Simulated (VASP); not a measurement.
Energy against volume of TiN (rock salt). All values below come from PBE GGA, VASP's PBE PAW potentials (set 64) (plane waves; VASP). Settings: 520 eV cut-off, 15×15×15 Γ-centred mesh, first-order Methfessel-Paxton smearing of 0.10 eV, potentials Ti_sv N.

| V (Å³/atom) | E (eV/atom) |
|---|---|
| 9.012 | -9.78460 |
| 9.300 | -9.81030 |
| 9.588 | -9.81854 |
| 9.875 | -9.81185 |

### Question
Fit these four points and predict the energy of the run at 10.163 Å³/atom.

### Answer
A cubic in V^(−2/3), the third-order Birch-Murnaghan form, passes through the four points with V0 = 9.60 Å³/atom and B0 = 276 GPa, and gives -9.7923 eV/atom there. The run gave -9.7924 eV/atom, -0.1 meV/atom from the fit; all five points give B0 = 275 GPa.

The compound is TiN in the rock salt structure. It was relaxed first.
